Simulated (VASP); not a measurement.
Output of a VASP run:

### OSZICAR
```
       N       E                     dE             d eps       ncg     rms          rms(c)
DAV:   1     0.932689529034E+02    0.93269E+02   -0.12127E+04  3864   0.217E+03
DAV:   2     0.372897585948E+00   -0.92896E+02   -0.91375E+02  3984   0.290E+02
DAV:   3    -0.228748429545E+01   -0.26604E+01   -0.26565E+01  4800   0.599E+01
DAV:   4    -0.229535078726E+01   -0.78665E-02   -0.78662E-02  4504   0.338E+00
DAV:   5    -0.229536377943E+01   -0.12992E-04   -0.12992E-04  4672   0.112E-01    0.315E+00
DAV:   6    -0.214661292535E+01    0.14875E+00   -0.78513E-01  3968   0.188E+01    0.253E+00
DAV:   7    -0.214111641512E+01    0.54965E-02   -0.22820E-02  4696   0.270E+00    0.133E+00
DAV:   8    -0.213816231026E+01    0.29541E-02   -0.19026E-03  4704   0.688E-01    0.462E-02
DAV:   9    -0.213818636945E+01   -0.24059E-04   -0.22170E-04  5352   0.206E-01    0.335E-02
DAV:  10    -0.213819086402E+01   -0.44946E-05   -0.18041E-05  4144   0.535E-02    0.276E-03
DAV:  11    -0.213819069441E+01    0.16961E-06   -0.17353E-07  3856   0.719E-03    0.153E-03
DAV:  12    -0.213819039687E+01    0.29755E-06   -0.33474E-08  2336   0.225E-03    0.578E-05
DAV:  13    -0.213819041148E+01   -0.14611E-07   -0.46715E-09  2240   0.798E-04
   1 F= -.21381904E+01 E0= -.21380231E+01  d E =-.213819E+01
```

File OUTCAR:
```
------------------------ aborting loop because EDIFF is reached ----------------------------------------
  FORCE on cell =-STRESS in cart. coord.  units (eV):
  Direction    XX          YY          ZZ          XY          YZ          ZX
  --------------------------------------------------------------------------------------
  Total       -1.3455043     -1.3455048     -1.0789864      0.0000000     -0.0000000      0.0000000
  in kB      -63.8964210    -63.8964448    -51.2397991      0.0000000     -0.0000000      0.0000000
  external PRESSURE =     -59.6775550 kB  Pullay stress =       0.0000000 kB
  volume of cell :       33.74
      direct lattice vectors                 reciprocal lattice vectors
     1.389079853 -2.405957330  0.000000000     0.359950509 -0.207817484  0.000000000
     1.389079853  2.405957330  0.000000000     0.359950509  0.207817484  0.000000000
     0.000000000  0.000000000  5.047473198     0.000000000  0.000000000  0.198118932
 POSITION                                       TOTAL-FORCE (eV/Angst)
 -----------------------------------------------------------------------------------
      1.38908      0.80199      1.26187        -0.000000     -0.000000      0.000000
      1.38908     -0.80199      3.78560         0.000000      0.000000      0.000000
 -----------------------------------------------------------------------------------
    total drift:                                0.000000      0.000090      0.000003
  FREE ENERGIE OF THE ION-ELECTRON SYSTEM (eV)
  ---------------------------------------------------
  free  energy   TOTEN  =        -2.1381904115 eV

  energy  without entropy=       -2.1376883502  energy(sigma->0) =       -2.13802306

 reached required accuracy - stopping structural energy minimisation
```
(Selected blocks of OUTCAR.)

### POSCAR
```
Zn
1
    1.3890798529    -2.4059573297     0.0000000000
    1.3890798529     2.4059573297     0.0000000000
    0.0000000000     0.0000000000     5.0474731979
Zn
2
Direct
  0.3333330000   0.6666670000   0.2500000000
  0.6666670000   0.3333330000   0.7500000000
```

Problem. Reconstruct the remaining input files.

Solution. Several could match; the one computed here: the input of the run itself, PBE GGA, plane waves, VASP's PBE PAW potentials (set 64).

**KPOINTS**
```
Automatic mesh
0
Gamma
14 14 8
0 0 0
```

### INCAR
```
! general
SYSTEM =Zn
PREC   =Accurate
ENCUT  =480   ! plane-wave cut-off (eV)
LREAL  =F   ! projection in real space or not
LASPH  =T   ! aspherical one-centre terms

! electronic loop
EDIFF  =1E-7   ! SCF stop (eV)
NELM   =100
ALGO   =Normal   ! blocked Davidson
LMAXMIX=4   ! l cut-off of mixed one-centre charges

! smearing
ISMEAR =1
SIGMA  =0.1   ! width (eV)

! functional
GGA    =PE   ! PBE

! ions
IBRION =2   ! conjugate gradients
NSW    =30   ! most ionic steps
ISIF   =2
EDIFFG =-0.01   ! ionic stop

! output
LWAVE  =F
LCHARG =F
```

POTCAR, in this order: Zn (PBE.64 set). Program: vasp_std.

The compound is Zn in the hcp structure. This cell was strained or had an atom moved on purpose.
